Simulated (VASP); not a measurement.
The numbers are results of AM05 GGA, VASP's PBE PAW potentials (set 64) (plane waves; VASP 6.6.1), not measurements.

The input files of a VASP run:

INCAR:
```
ALGO  =  Normal
EDIFF  =  1E-7
EDIFFG  =  -0.01
ENCUT  =  520
GGA  =  AM
IBRION  =  2
ISIF  =  4
ISMEAR  =  0
LASPH  =  .True.
LCHARG  =  .False.
LREAL  =  .False.
LWAVE  =  .False.
NELM  =  100
NSW  =  30
PREC  =  Accurate
SIGMA  =  0.05
SYSTEM  =  P
```

KPOINTS:
```
kpoints
0
G
7 7 5
```

### POSCAR
```
P
1.0
  1.6891165403  -5.3509680098   0.0000000000
  1.6891165403   5.3509680098   0.0000000000
  0.0000000000   0.0000000000   4.3556607587
P
4
Cart
  1.6891165403   4.2604413030   4.0204636999
  1.6891165403   1.0905267068   1.8426333206
  1.6891165403  -1.0905267068   2.5130274381
  1.6891165403  -4.2604413030   0.3351970588
```

POTCAR, in this order: P (PBE.64 set). Program: vasp_std.

Output

**OSZICAR**
```
       N       E                     dE             d eps       ncg     rms          rms(c)
DAV:   1     0.643682950693E+02    0.64368E+02   -0.84343E+03  1344   0.121E+03
DAV:   2    -0.176486521565E+02   -0.82017E+02   -0.79510E+02  1732   0.173E+02
DAV:   3    -0.221667599777E+02   -0.45181E+01   -0.44749E+01  1850   0.435E+01
DAV:   4    -0.222280609525E+02   -0.61301E-01   -0.61174E-01  1658   0.598E+00
DAV:   5    -0.222295752201E+02   -0.15143E-02   -0.15137E-02  1892   0.842E-01    0.965E+00
DAV:   6    -0.221192061421E+02    0.11037E+00   -0.47624E-02  1686   0.145E+00    0.564E+00
DAV:   7    -0.220683517864E+02    0.50854E-01   -0.87168E-02  1740   0.200E+00    0.178E-01
DAV:   8    -0.220687894888E+02   -0.43770E-03   -0.74366E-03  1620   0.619E-01    0.148E-01
DAV:   9    -0.220688581765E+02   -0.68688E-04   -0.27618E-04  1878   0.125E-01    0.725E-02
DAV:  10    -0.220688931680E+02   -0.34991E-04   -0.82911E-05  1632   0.623E-02    0.181E-02
DAV:  11    -0.220688995264E+02   -0.63584E-05   -0.10994E-05  1752   0.276E-02    0.148E-02
DAV:  12    -0.220688998159E+02   -0.28950E-06   -0.58019E-07  1740   0.548E-03    0.546E-03
DAV:  13    -0.220688999506E+02   -0.13473E-06   -0.30280E-07  1534   0.418E-03    0.252E-03
DAV:  14    -0.220688999621E+02   -0.11496E-07   -0.39476E-08   984   0.150E-03
   1 F= -.22068900E+02 E0= -.22068670E+02  d E =-.220689E+02
       N       E                     dE             d eps       ncg     rms          rms(c)
DAV:   1    -0.220981968609E+02   -0.29297E-01   -0.16272E+00  1344   0.721E+00    0.762E-01
DAV:   2    -0.221058195054E+02   -0.76226E-02   -0.10110E-01  1776   0.219E+00    0.265E-01
DAV:   3    -0.221044726719E+02    0.13468E-02   -0.24400E-03  1692   0.366E-01    0.192E-01
DAV:   4    -0.221040292977E+02    0.44337E-03   -0.22580E-03  1656   0.284E-01    0.464E-02
DAV:   5    -0.221040411056E+02   -0.11808E-04   -0.34743E-04  1590   0.128E-01    0.421E-02
DAV:   6    -0.221040423175E+02   -0.12119E-05   -0.15796E-05  1812   0.271E-02    0.203E-02
DAV:   7    -0.221040418946E+02    0.42286E-06   -0.24449E-06  1602   0.108E-02    0.111E-02
DAV:   8    -0.221040419768E+02   -0.82149E-07   -0.35439E-07  1566   0.421E-03
   2 F= -.22104042E+02 E0= -.22103821E+02  d E =-.351420E-01
       N       E                     dE             d eps       ncg     rms          rms(c)
DAV:   1    -0.221103496326E+02   -0.63077E-02   -0.12314E+00  1344   0.628E+00    0.666E-01
DAV:   2    -0.221158923411E+02   -0.55427E-02   -0.75405E-02  1764   0.190E+00    0.241E-01
DAV:   3    -0.221148234236E+02    0.10689E-02   -0.19359E-03  1706   0.324E-01    0.178E-01
DAV:   4    -0.221144769996E+02    0.34642E-03   -0.17921E-03  1626   0.252E-01    0.426E-02
DAV:   5    -0.221144868121E+02   -0.98125E-05   -0.27156E-04  1602   0.113E-01    0.385E-02
DAV:   6    -0.221144877395E+02   -0.92736E-06   -0.12569E-05  1818   0.243E-02    0.181E-02
DAV:   7    -0.221144874287E+02    0.31078E-06   -0.18556E-06  1640   0.948E-03    0.984E-03
DAV:   8    -0.221144874953E+02   -0.66640E-07   -0.23642E-07  1174   0.359E-03
   3 F= -.22114487E+02 E0= -.22114242E+02  d E =-.455875E-01
       N       E                     dE             d eps       ncg     rms          rms(c)
DAV:   1    -0.221245822700E+02   -0.10095E-01   -0.67785E-01  1476   0.481E+00    0.552E-01
DAV:   2    -0.221239280083E+02    0.65426E-03   -0.43410E-02  1832   0.144E+00    0.212E-01
DAV:   3    -0.221229375816E+02    0.99043E-03   -0.30556E-03  1708   0.356E-01    0.995E-02
DAV:   4    -0.221228029446E+02    0.13464E-03   -0.62116E-04  1832   0.151E-01    0.313E-02
DAV:   5    -0.221228018358E+02    0.11087E-05   -0.34972E-05  1608   0.413E-02    0.168E-02
DAV:   6    -0.221228027042E+02   -0.86834E-06   -0.39262E-06  1828   0.140E-02    0.588E-03
DAV:   7    -0.221228027998E+02   -0.95630E-07   -0.30758E-07  1394   0.392E-03
   4 F= -.22122803E+02 E0= -.22122636E+02  d E =-.831530E-02
       N       E                     dE             d eps       ncg     rms          rms(c)
DAV:   1    -0.221228869831E+02   -0.84279E-04   -0.48793E-03  1476   0.411E-01    0.461E-02
DAV:   2    -0.221228832092E+02    0.37739E-05   -0.31517E-04  1814   0.123E-01    0.179E-02
DAV:   3    -0.221228759226E+02    0.72866E-05   -0.21693E-05  1684   0.300E-02    0.836E-03
DAV:   4    -0.221228749148E+02    0.10078E-05   -0.43525E-06  1814   0.126E-02    0.267E-03
DAV:   5    -0.221228748895E+02    0.25294E-07   -0.22575E-07  1286   0.339E-03
   5 F= -.22122875E+02 E0= -.22122687E+02  d E =-.838739E-02
       N       E                     dE             d eps       ncg     rms          rms(c)
DAV:   1    -0.221262011390E+02   -0.33262E-02   -0.13922E-01  1356   0.223E+00    0.356E-01
DAV:   2    -0.221245825170E+02    0.16186E-02   -0.80416E-03  1782   0.643E-01    0.131E-01
DAV:   3    -0.221236874362E+02    0.89508E-03   -0.15941E-03  1614   0.251E-01    0.590E-02
DAV:   4    -0.221236026785E+02    0.84758E-04   -0.47121E-04  1758   0.133E-01    0.141E-02
DAV:   5    -0.221236022915E+02    0.38698E-06   -0.29982E-05  1644   0.390E-02    0.136E-02
DAV:   6    -0.221236027518E+02   -0.46030E-06   -0.31821E-06  1802   0.119E-02    0.482E-03
DAV:   7    -0.221236027501E+02    0.17437E-08   -0.88837E-07  1554   0.643E-03
   6 F= -.22123603E+02 E0= -.22123354E+02  d E =-.727861E-03
       N       E                     dE             d eps       ncg     rms          rms(c)
DAV:   1    -0.221238116325E+02   -0.20888E-03   -0.72841E-03  1362   0.515E-01    0.824E-02
DAV:   2    -0.221237262466E+02    0.85386E-04   -0.42754E-04  1782   0.148E-01    0.302E-02
DAV:   3    -0.221236787253E+02    0.47521E-04   -0.84338E-05  1620   0.580E-02    0.134E-02
DAV:   4    -0.221236743291E+02    0.43961E-05   -0.24967E-05  1746   0.306E-02    0.327E-03
DAV:   5    -0.221236743388E+02   -0.96697E-08   -0.15762E-06  1658   0.894E-03    0.313E-03
DAV:   6    -0.221236743679E+02   -0.29112E-07   -0.15177E-07   888   0.274E-03
   7 F= -.22123674E+02 E0= -.22123421E+02  d E =-.799478E-03
       N       E                     dE             d eps       ncg     rms          rms(c)
DAV:   1    -0.221237393984E+02   -0.65060E-04   -0.20567E-03  1344   0.245E-01    0.216E-02
DAV:   2    -0.221237304642E+02    0.89341E-05   -0.83863E-05  1740   0.677E-02    0.122E-02
DAV:   3    -0.221237237886E+02    0.66756E-05   -0.17034E-05  1644   0.235E-02    0.337E-03
DAV:   4    -0.221237237805E+02    0.81668E-08   -0.16076E-06  1662   0.901E-03    0.202E-03
DAV:   5    -0.221237237832E+02   -0.27258E-08   -0.17555E-07  1204   0.272E-03
   8 F= -.22123724E+02 E0= -.22123471E+02  d E =-.494153E-04
```

OUTCAR:
```
------------------------ aborting loop because EDIFF is reached ----------------------------------------
  FORCE on cell =-STRESS in cart. coord.  units (eV):
  Direction    XX          YY          ZZ          XY          YZ          ZX
  --------------------------------------------------------------------------------------
  Total       -0.2452028     -0.2372574     -0.2910886      0.0000000     -0.0000000      0.0000000
  in kB       -4.9895334     -4.8278564     -5.9232454      0.0000000     -0.0000000      0.0000000
  external PRESSURE =      -5.2468784 kB  Pullay stress =       0.0000000 kB
  volume of cell :       78.74
      direct lattice vectors                 reciprocal lattice vectors
     1.647910269 -5.421002168  0.000000000     0.303414579 -0.092233868 -0.000000000
     1.647910269  5.421002168 -0.000000000     0.303414579  0.092233868  0.000000000
     0.000000000 -0.000000000  4.406896752     0.000000000  0.000000000  0.226917048
 POSITION                                       TOTAL-FORCE (eV/Angst)
 -----------------------------------------------------------------------------------
      1.64791      4.35925      4.04607         0.000000      0.005272      0.006840
      1.64791      1.06176      1.84262         0.000000     -0.005272      0.006840
      1.64791     -1.06176      2.56428         0.000000      0.005272     -0.006840
      1.64791     -4.35925      0.36083         0.000000     -0.005272     -0.006840
 -----------------------------------------------------------------------------------
    total drift:                               -0.000000      0.000000     -0.000000
  FREE ENERGIE OF THE ION-ELECTRON SYSTEM (eV)
  ---------------------------------------------------
  free  energy   TOTEN  =       -22.1237237832 eV

  energy  without entropy=      -22.1232173705  energy(sigma->0) =      -22.12347058

 reached required accuracy - stopping structural energy minimisation
```
(Selected blocks of OUTCAR.)

### CONTCAR
```
P
   1.00000000000000
     1.6479102685489941   -5.4210021678465790    0.0000000000000000
     1.6479102685489941    5.4210021678465790   -0.0000000000000000
     0.0000000000000000   -0.0000000000000000    4.4068967522059355
  P
     4
Direct
     0.0979297713511514    0.9020702286488486    0.9181211310425481
     0.4020702286488487    0.5979297713511514    0.4181211310425481
     0.5979297713511514    0.4020702286488487    0.5818788689574519
     0.9020702286488486    0.0979297713511514    0.0818788689574519
```

Without a dispersion term in the relaxation, distances and binding between the weakly bound layers, chains or molecules are unreliable, and so is what depends on them.

The compound is P in the black structure. This cell is one point of a volume scan, at 1.06 of the reference volume. Symmetry was kept, so distortions that lower it aren't found.
